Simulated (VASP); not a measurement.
Output of a VASP run:

### OUTCAR
```
 ion  position               nearest neighbor table
   1  0.780  0.246  0.243-  41 3.10  34 3.12  35 3.21  48 3.27  42 3.60  44 3.69
   2  0.970  0.495  0.244-  46 3.16  42 3.18  49 3.25  48 3.39  58 3.50  59 3.67
   3  0.971  0.244  0.493-  44 3.19  52 3.24  51 3.25  48 3.33  61 3.53  59 3.59
   4  0.266  0.263  0.262-  65 2.38  37 3.08  40 3.08  48 3.13  41 3.79  52 3.86  49 3.90
   5  0.477  0.472  0.260-  65 2.40  38 3.08  42 3.35  50 3.52  41 3.55  49 3.74
   6  0.748  0.748  0.249-  50 3.04  42 3.07  35 3.33  58 3.35  54 3.37  39 3.37
   7  0.995  0.996  0.247-  58 3.10  35 3.12  36 3.26  40 3.27  48 3.28  51 3.40
   8  0.481  0.268  0.475-  65 2.42  44 3.34  43 3.34  56 3.50  41 3.57  52 3.73  53 3.75
   9  0.777  0.498  0.494-  53 3.18  59 3.31  42 3.38  54 3.41  44 3.43  57 3.45
  10  0.996  0.746  0.491-  58 3.14  59 3.14  54 3.18  60 3.23  51 3.33  64 3.64
  11  0.748  0.251  0.747-  44 2.99  56 3.00  57 3.30  61 3.38  34 3.41  45 3.45
  12  0.995  0.494  0.747-  59 3.05  57 3.11  61 3.21  62 3.30  46 3.40  64 3.60
  13  0.995  0.248  0.994-  61 3.09  34 3.15  37 3.27  48 3.33  46 3.37  36 3.38
  14  0.246  0.777  0.247-  49 3.08  58 3.20  47 3.24  40 3.33  60 3.55  50 3.59
  15  0.493  0.969  0.243-  50 3.07  33 3.08  41 3.31  40 3.41  35 3.49  43 3.72
  16  0.262  0.471  0.473-  65 2.41  59 3.17  62 3.39  52 3.52  60 3.62  49 3.71
  17  0.495  0.776  0.492-  43 3.24  53 3.27  50 3.29  60 3.38  54 3.41  63 3.52
  18  0.746  0.997  0.491-  43 3.03  35 3.13  54 3.16  44 3.24  51 3.40  45 3.60
  19  0.244  0.245  0.777-  52 3.07  61 3.15  55 3.21  37 3.31  62 3.60  56 3.64
  20  0.494  0.498  0.776-  53 3.13  62 3.34  38 3.37  56 3.39  63 3.41  57 3.48
  21  0.748  0.750  0.748-  45 3.16  54 3.17  63 3.19  64 3.23  39 3.23  57 3.25
  22  0.993  0.995  0.747-  45 2.97  64 2.99  51 3.16  36 3.31  61 3.35  55 3.40
  23  0.494  0.245  0.970-  56 3.07  33 3.27  41 3.32  37 3.40  34 3.46  38 3.61
  24  0.747  0.494  0.994-  38 3.10  57 3.13  34 3.19  42 3.26  46 3.33  39 3.59
  25  0.993  0.750  0.993-  64 2.97  39 3.02  36 3.17  46 3.22  47 3.40  58 3.41
  26  0.245  0.971  0.494-  60 3.01  51 3.18  52 3.35  40 3.44  55 3.45  43 3.65
  27  0.249  0.748  0.748-  60 3.06  62 3.08  47 3.32  55 3.33  63 3.36  64 3.38
  28  0.490  0.997  0.745-  43 2.97  55 3.12  63 3.17  56 3.25  33 3.49  45 3.65
  29  0.245  0.494  0.966-  62 3.14  46 3.24  49 3.28  37 3.38  47 3.54  38 3.66
  30  0.492  0.747  0.995-  63 3.10  38 3.13  47 3.16  50 3.31  33 3.32  39 3.58
  31  0.748  0.994  0.992-  45 2.99  39 2.99  33 3.20  36 3.24  34 3.37  35 3.42
  32  0.248  0.995  0.994-  47 3.07  55 3.13  40 3.25  37 3.30  36 3.32  33 3.38
  33  0.505  0.999  0.010-  15 3.08  31 3.20  23 3.27  30 3.32  32 3.38  28 3.49  41 3.95
  34  0.756  0.251  0.007-   1 3.12  13 3.15  24 3.19  31 3.37  11 3.41  23 3.46  41 3.90
  35  0.757  0.002  0.253-   7 3.12  18 3.13   1 3.21   6 3.33  31 3.42  15 3.49  41 3.95
  36  0.995  0.991  0.999-  25 3.17  31 3.24   7 3.26  22 3.31  32 3.32  13 3.38
  37  0.242  0.245  0.029-   4 3.08  13 3.27  32 3.30  19 3.31  29 3.38  23 3.40  40 3.93  48 3.98
 Subroutine IBZKPT returns following result:
 Found      1 irreducible k-points:

 Following reciprocal coordinates:
            Coordinates               Weight
  0.000000  0.000000  0.000000      1.000000
   k-points           NKPTS =      1   k-points in BZ     NKDIM =      1   number of bands    NBANDS=    200
   number of dos      NEDOS =    301   number of ions     NIONS =     65
   total plane-waves  NPLWV = 262144
   dimension x,y,z NGX =    64 NGY =   64 NGZ =   64
   dimension x,y,z NGXF=   128 NGYF=  128 NGZF=  128
   ions per type =              32  32   1
   PREC   = normal    normal or accurate (medium, high low for compatibility)
   ISTART =      0    job   : 0-new  1-cont  2-samecut
   ICHARG =      2    charge: 1-file 2-atom 10-const
   ISPIN  =      2    spin polarized calculation?
   LNONCOLLINEAR =      F non collinear calculations
   LSORBIT =      F    spin-orbit coupling
   INIWAV =      1    electr: 0-lowe 1-rand  2-diag
   ENCUT  =  400.0 eV  29.40 Ry    5.42 a.u.  21.40 21.40 21.40*2*pi/ulx,y,z
   NELM   =    100;   NELMIN=  4; NELMDL= -5     # of ELM steps
   EDIFF  = 0.1E-04   stopping-criterion for ELM
   LREAL  =      T    real-space projection
   NLSPLINE    = F    spline interpolate recip. space projectors
   LMAXMIX     =    4 max onsite mixed and CHGCAR
   VOSKOWN=      0    Vosko Wilk Nusair interpolation
   EDIFFG = -.3E-01   stopping-criterion for IOM
   NSW    =    120    number of steps for IOM
   NBLOCK =      1;   KBLOCK =    120    inner block; outer block
   IBRION =      2    ionic relax: 0-MD 1-quasi-New 2-CG
   NFREE  =      1    steps in history (QN), initial steepest desc. (CG)
   ISIF   =      2    stress and relaxation
   ISYM   =      0    0-nonsym 1-usesym 2-fastsym
   TEIN   =    0.0    initial temperature
   TEBEG  =    0.0;   TEEND  =   0.0 temperature during run
   SMASS  =  -3.00    Nose mass-parameter (am)
   PSTRESS=    0.0 pullay stress
   NELECT =     333.0000    total number of electrons
   EFERMI =   0.00;   METHOD = LEGACY
   ISMEAR =     0;   SIGMA  =   0.05  broadening in eV -4-tet -1-fermi 0-gaus
   IALGO  =     68    algorithm
   LDIAG  =      T    sub-space diagonalisation (order eigenvalues)
...
```

OSZICAR:
```
...
RMM:   3    -0.220920968424E+03   -0.26076E-03   -0.31002E-03  1060   0.128E-01    0.781E-02
RMM:   4    -0.220920999216E+03   -0.30793E-04   -0.61882E-04   915   0.673E-02    0.642E-02
RMM:   5    -0.220920999089E+03    0.12704E-06   -0.22791E-04   795   0.362E-02    0.329E-02
RMM:   6    -0.220921004323E+03   -0.52334E-05   -0.74059E-05   626   0.150E-02
  41 F= -.22092100E+03 E0= -.22092100E+03  d E =-.629984E-02  mag=     1.0000
       N       E                     dE             d eps       ncg     rms          rms(c)
DAV:   1    -0.220917732702E+03    0.32664E-02   -0.18066E+00   832   0.229E+00    0.515E-01
RMM:   2    -0.220922833353E+03   -0.51007E-02   -0.58791E-02   923   0.652E-01    0.200E-01
RMM:   3    -0.220924065414E+03   -0.12321E-02   -0.19012E-02  1005   0.402E-01    0.157E-01
RMM:   4    -0.220924297793E+03   -0.23238E-03   -0.61427E-03  1018   0.191E-01    0.138E-01
RMM:   5    -0.220924362964E+03   -0.65171E-04   -0.13972E-03   952   0.503E-02    0.799E-02
RMM:   6    -0.220924356990E+03    0.59738E-05   -0.28104E-04   913   0.324E-02    0.265E-02
RMM:   7    -0.220924363660E+03   -0.66703E-05   -0.90474E-05   635   0.183E-02
  42 F= -.22092436E+03 E0= -.22092436E+03  d E =-.335934E-02  mag=     1.0000
       N       E                     dE             d eps       ncg     rms          rms(c)
DAV:   1    -0.220922599777E+03    0.17572E-02   -0.53533E-01   880   0.124E+00    0.289E-01
RMM:   2    -0.220924118017E+03   -0.15182E-02   -0.17426E-02   946   0.326E-01    0.102E-01
RMM:   3    -0.220924438090E+03   -0.32007E-03   -0.45061E-03  1011   0.182E-01    0.809E-02
RMM:   4    -0.220924487140E+03   -0.49050E-04   -0.13276E-03   939   0.958E-02    0.683E-02
RMM:   5    -0.220924505082E+03   -0.17942E-04   -0.39485E-04   844   0.308E-02    0.377E-02
RMM:   6    -0.220924506256E+03   -0.11742E-05   -0.65763E-05   619   0.177E-02
  43 F= -.22092451E+03 E0= -.22092450E+03  d E =-.350193E-02  mag=     1.0000
       N       E                     dE             d eps       ncg     rms          rms(c)
DAV:   1    -0.220920060359E+03    0.44447E-02   -0.24791E+00   816   0.264E+00    0.468E-01
RMM:   2    -0.220925283799E+03   -0.52234E-02   -0.59423E-02   922   0.707E-01    0.201E-01
RMM:   3    -0.220926693462E+03   -0.14097E-02   -0.23616E-02   999   0.442E-01    0.152E-01
RMM:   4    -0.220926952676E+03   -0.25921E-03   -0.66925E-03  1008   0.196E-01    0.141E-01
RMM:   5    -0.220927029718E+03   -0.77042E-04   -0.14420E-03   946   0.499E-02    0.101E-01
RMM:   6    -0.220926989966E+03    0.39752E-04   -0.28182E-04   860   0.336E-02    0.353E-02
RMM:   7    -0.220927003066E+03   -0.13100E-04   -0.17654E-04   813   0.254E-02    0.347E-02
RMM:   8    -0.220927000658E+03    0.24080E-05   -0.28138E-05   529   0.136E-02
  44 F= -.22092700E+03 E0= -.22092700E+03  d E =-.249440E-02  mag=     1.0000
       N       E                     dE             d eps       ncg     rms          rms(c)
DAV:   1    -0.220925534190E+03    0.14689E-02   -0.67649E-01   912   0.138E+00    0.248E-01
RMM:   2    -0.220926891447E+03   -0.13573E-02   -0.15296E-02   928   0.338E-01    0.943E-02
RMM:   3    -0.220927205284E+03   -0.31384E-03   -0.50015E-03   998   0.205E-01    0.751E-02
RMM:   4    -0.220927279008E+03   -0.73724E-04   -0.16776E-03   941   0.996E-02    0.737E-02
RMM:   5    -0.220927297495E+03   -0.18487E-04   -0.36041E-04   800   0.279E-02    0.527E-02
RMM:   6    -0.220927289202E+03    0.82927E-05   -0.71012E-05   645   0.168E-02
  45 F= -.22092729E+03 E0= -.22092728E+03  d E =-.278295E-02  mag=     1.0000
```

File OUTCAR:
```
------------------------ aborting loop because EDIFF is reached ----------------------------------------
  FORCE on cell =-STRESS in cart. coord.  units (eV):
  Direction    XX          YY          ZZ          XY          YZ          ZX
  --------------------------------------------------------------------------------------
  Total       46.0302163     43.4061926     45.7015024      0.0777402     -0.0298273     -2.8836757
  in kB       32.6547245     30.7931914     32.4215285      0.0551504     -0.0211601     -2.0457352
  external PRESSURE =      31.9564814 kB  Pullay stress =       0.0000000 kB
  volume of cell :     2258.43
      direct lattice vectors                 reciprocal lattice vectors
    13.120061114  0.000000000  0.000000000     0.076219157  0.000000000  0.000000000
     0.000000000 13.120061114  0.000000000     0.000000000  0.076219157  0.000000000
     0.000000000  0.000000000 13.120061114     0.000000000  0.000000000  0.076219157
  FREE ENERGIE OF THE ION-ELECTRON SYSTEM (eV)
  ---------------------------------------------------
  free  energy   TOTEN  =      -220.9272892025 eV

  energy  without entropy=     -220.9272806321  energy(sigma->0) =     -220.92728492

 total charge

# of ion       s       p       d       tot
------------------------------------------
    1        1.386   1.984   0.018   3.389
    2        1.382   1.988   0.017   3.387
    3        1.386   1.984   0.019   3.389
    4        1.375   2.006   0.024   3.405
    5        1.375   2.000   0.023   3.399
    6        1.381   1.994   0.018   3.393
    7        1.380   1.993   0.016   3.389
    8        1.374   2.009   0.025   3.407
    9        1.383   1.988   0.017   3.387
   10        1.382   1.993   0.018   3.393
   11        1.386   1.986   0.019   3.392
   12        1.383   1.989   0.017   3.389
   13        1.387   1.984   0.018   3.390
   14        1.381   1.995   0.018   3.394
   15        1.380   1.991   0.016   3.387
   16        1.377   1.997   0.023   3.397
   17        1.381   1.994   0.018   3.393
   18        1.380   1.993   0.016   3.389
   19        1.386   1.983   0.018   3.388
   20        1.383   1.988   0.017   3.387
   21        1.384   1.990   0.018   3.392
   22        1.381   1.991   0.016   3.388
   23        1.387   1.983   0.018   3.388
   24        1.383   1.988   0.017   3.388
   25        1.384   1.990   0.018   3.392
   26        1.380   1.990   0.016   3.386
   27        1.382   1.992   0.018   3.391
   28        1.380   1.993   0.016   3.389
   29        1.383   1.987   0.016   3.386
   30        1.381   1.994   0.018   3.393
   31        1.381   1.991   0.016   3.388
   32        1.380   1.992   0.016   3.389
   33        1.795   1.065   0.100   2.960
   34        1.797   1.060   0.099   2.956
   35        1.795   1.063   0.101   2.959
   36        1.795   1.060   0.099   2.954
   37        1.797   1.050   0.098   2.946
   38        1.796   1.046   0.097   2.939
   39        1.800   1.060   0.106   2.966
   40        1.798   1.053   0.102   2.953
   41        1.797   1.065   0.096   2.959
   42        1.796   1.046   0.096   2.938
   43        1.797   1.054   0.101   2.952
   44        1.798   1.058   0.101   2.957
   45        1.795   1.060   0.099   2.954
   46        1.797   1.060   0.099   2.956
   47        1.800   1.053   0.106   2.959
   48        1.797   1.054   0.099   2.950
...
```
(Selected blocks of OUTCAR.)

**POSCAR**
```
CuPb32Te32
1
   13.1200611136     0.0000000000     0.0000000000
    0.0000000000    13.1200611136    -0.0000000000
   -0.0000000000    -0.0000000000    13.1200611136
Te Pb Cu
32 32 1
Direct
  0.7797107828   0.2455623682   0.2430680563
  0.9697020997   0.4947134575   0.2436008335
  0.9711486909   0.2444191122   0.4925382573
  0.2659289335   0.2632212443   0.2622375625
  0.4772941618   0.4720781106   0.2602236145
  0.7480072435   0.7483781798   0.2494304078
  0.9945277806   0.9956814787   0.2473977919
  0.4807250986   0.2676206985   0.4749336329
  0.7769549224   0.4982783620   0.4937073057
  0.9957644745   0.7463983312   0.4908292331
  0.7476433770   0.2508011901   0.7468886482
  0.9949849837   0.4935309291   0.7467044368
  0.9950546468   0.2484316827   0.9941319569
  0.2460969566   0.7773227266   0.2469632171
  0.4933682037   0.9692549801   0.2428898238
  0.2618223642   0.4707716115   0.4730673993
  0.4950566165   0.7757148196   0.4915679714
  0.7455664237   0.9974178925   0.4913140106
  0.2442106053   0.2449362905   0.7774004381
  0.4936112472   0.4978367758   0.7762605230
  0.7481862070   0.7496432517   0.7479906563
  0.9927894942   0.9948500705   0.7471283443
  0.4944687690   0.2445444725   0.9703813575
  0.7474323758   0.4939035432   0.9944485729
  0.9930756333   0.7495700780   0.9929918756
  0.2449069576   0.9707729825   0.4944354130
  0.2491626478   0.7482799111   0.7482828782
  0.4898428601   0.9974927475   0.7445079102
  0.2446572422   0.4940801829   0.9656661775
  0.4915423369   0.7468173261   0.9946323885
  0.7479049009   0.9944324405   0.9921211703
  0.2476505965   0.9954151806   0.9941981348
  0.5045107656   0.9990040639   0.0099314797
  0.7556004334   0.2510445305   0.0068755974
  0.7571533570   0.0019041407   0.2528389019
  0.9949014331   0.9907732686   0.9990607785
  0.2420303269   0.2446942520   0.0294737180
  0.5147088298   0.5121476533   0.0318585351
  0.7635758109   0.7669135067   0.9933715488
  0.2411966365   0.0308896688   0.2392091499
  0.5471853169   0.2145209075   0.2161838139
  0.7280734253   0.5150954348   0.2413500730
  0.5177930681   0.0200240141   0.5208973420
  0.7296334820   0.2424728033   0.5201190569
  0.7672779424   0.9894528825   0.7649998994
  0.0009038658   0.5046956167   0.0052165730
  0.2515720940   0.7613758791   0.0009695570
  0.0288350908   0.2432946493   0.2453067047
  0.2082416550   0.5493404310   0.2070982964
  0.5169375199   0.7366390699   0.2451504277
  0.0045125231   0.9995054369   0.5062293815
  0.2103917230   0.2182302215   0.5475718619
  0.5434148416   0.5371382296   0.5460463968
  0.7539462093   0.7571046961   0.5063567562
  0.2520592412   0.0016230331   0.7556174127
  0.5190317451   0.2435300871   0.7375510762
  0.7580782265   0.5022311967   0.7560976439
  0.0027237142   0.7593277933   0.2522086635
  0.0276832199   0.5106929844   0.5169056375
  0.2407103303   0.7423355766   0.5153742054
  0.0048293111   0.2496595027   0.7590629456
  0.2448050847   0.5145176063   0.7268299424
  0.5052345912   0.7569819014   0.7591456151
  0.9929638876   0.7675033717   0.7670807918
  0.3705456632   0.3686241610   0.3664302161
```

Reconstruct the remaining input files.

Several could match; the one computed here: the input of the run itself, PBE GGA, plane waves, VASP's PBE PAW potentials (set 64).

**INCAR**
```
! general
SYSTEM  = CuPb32Te32
PREC    = Normal
ENCUT   = 400
LREAL   = Auto
LASPH   = T
ISYM    = 0
NELECT  = 333.0

! electronic loop
EDIFF   = 1E-5   ! SCF stop (eV)
NELM    = 100
NELMIN  = 4
ALGO    = Fast
LMAXMIX = 4

! smearing
ISMEAR  = 0   ! Gaussian
SIGMA   = 0.05   ! width (eV)

! functional
GGA     = PE   ! PBE

! spin
ISPIN   = 2
MAGMOM  = 65*0.0154
NUPDOWN = 1

! ions
IBRION  = 2   ! conjugate gradients
NSW     = 120   ! most ionic steps
ISIF    = 2   ! forces and stress, cell fixed
EDIFFG  = -0.03

! output
LWAVE   = F
LCHARG  = F
LORBIT  = 10
```

KPOINTS:
```
Automatic mesh
0
Gamma
1 1 1
0 0 0
```

POTCAR, in this order: Te Pb Cu (PBE.64 set). Program: vasp_gam.

The cell is charged, with a uniform compensating background. The supercell is sampled at Γ alone, which is coarse: total energies, pressure and levels can be off, energies of defects by several tenths of an eV.

The cell is a supercell with a defect, built from PbTe (rock salt): Cu_i, charge -2.
